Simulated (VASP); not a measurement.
Consider the following.

```yaml
crystal:
  lattice:
    - [0.00000, 3.53500, 3.53500]
    - [3.53500, 0.00000, 3.53500]
    - [3.53500, 3.53500, 0.00000]
  atoms:
    - { symbol: K, position: [0.00000, 0.00000, 0.00000] }
    - { symbol: I, position: [0.50000, 0.50000, 0.50000] }
```

The numbers are results of G0W0 on PBE orbitals, VASP's PBE PAW potentials (set 64) (plane waves; VASP), not measurements. Numerical set-up: PREC = Normal, 500 eV cut-off, 4×4×4 Γ-centred mesh, Gaussian smearing of 0.010 eV, potentials K_sv_GW I_GW.

The mesh is coarse and the basis finite, so the quasiparticle values are not converged.

NBANDS = 64, ENCUTGW = 150 eV, NOMEGA = 64. The PBE levels (eV) that the step starts from are:

```csv
state,KS energy,filling
"k1 (0.00, 0.00, 0.00), band 5",-10.00,2
"k1 (0.00, 0.00, 0.00), band 6",0.50,2
"k1 (0.00, 0.00, 0.00), band 7",0.50,2
"k1 (0.00, 0.00, 0.00), band 8",0.50,2
"k1 (0.00, 0.00, 0.00), band 9",4.46,0
"k1 (0.00, 0.00, 0.00), band 10",7.01,0
"k1 (0.00, 0.00, 0.00), band 11",7.01,0
"k1 (0.00, 0.00, 0.00), band 12",7.01,0
"k2 (0.25, 0.00, 0.00), band 5",-9.85,2
"k2 (0.25, 0.00, 0.00), band 6",-0.25,2
"k2 (0.25, 0.00, 0.00), band 7",0.33,2
"k2 (0.25, 0.00, 0.00), band 8",0.33,2
"k2 (0.25, 0.00, 0.00), band 9",5.55,0
"k2 (0.25, 0.00, 0.00), band 10",7.08,0
"k2 (0.25, 0.00, 0.00), band 11",7.62,0
"k2 (0.25, 0.00, 0.00), band 12",7.62,0
"k5 (0.50, 0.25, 0.00), band 5",-9.78,2
"k5 (0.50, 0.25, 0.00), band 6",-0.52,2
"k5 (0.50, 0.25, 0.00), band 7",-0.04,2
"k5 (0.50, 0.25, 0.00), band 8",0.15,2
"k5 (0.50, 0.25, 0.00), band 9",6.17,0
"k5 (0.50, 0.25, 0.00), band 10",7.21,0
"k5 (0.50, 0.25, 0.00), band 11",7.83,0
"k5 (0.50, 0.25, 0.00), band 12",8.76,0
```

Give the quasiparticle energies and renormalisation factors Z.

```tsv
state	QP energy (eV)	Z
k1 (0.00, 0.00, 0.00), band 5	-11.11	0.79
k1 (0.00, 0.00, 0.00), band 6	-0.73	0.80
k1 (0.00, 0.00, 0.00), band 7	-0.73	0.80
k1 (0.00, 0.00, 0.00), band 8	-0.73	0.80
k1 (0.00, 0.00, 0.00), band 9	5.18	0.84
k1 (0.00, 0.00, 0.00), band 10	8.31	0.83
k1 (0.00, 0.00, 0.00), band 11	8.31	0.83
k1 (0.00, 0.00, 0.00), band 12	8.31	0.83
k2 (0.25, 0.00, 0.00), band 5	-11.01	0.80
k2 (0.25, 0.00, 0.00), band 6	-1.62	0.79
k2 (0.25, 0.00, 0.00), band 7	-0.93	0.79
k2 (0.25, 0.00, 0.00), band 8	-0.93	0.79
k2 (0.25, 0.00, 0.00), band 9	6.34	0.83
k2 (0.25, 0.00, 0.00), band 10	8.18	0.82
k2 (0.25, 0.00, 0.00), band 11	9.00	0.82
k2 (0.25, 0.00, 0.00), band 12	9.00	0.82
k5 (0.50, 0.25, 0.00), band 5	-10.94	0.83
k5 (0.50, 0.25, 0.00), band 6	-1.96	0.79
k5 (0.50, 0.25, 0.00), band 7	-1.37	0.79
k5 (0.50, 0.25, 0.00), band 8	-1.14	0.79
k5 (0.50, 0.25, 0.00), band 9	7.07	0.83
k5 (0.50, 0.25, 0.00), band 10	8.26	0.82
k5 (0.50, 0.25, 0.00), band 11	8.84	0.82
k5 (0.50, 0.25, 0.00), band 12	10.49	0.82
```
On the mesh the gap opens from 3.95 to 5.90 eV.

The compound is KI in the rock salt structure. The cell was not relaxed at this level.
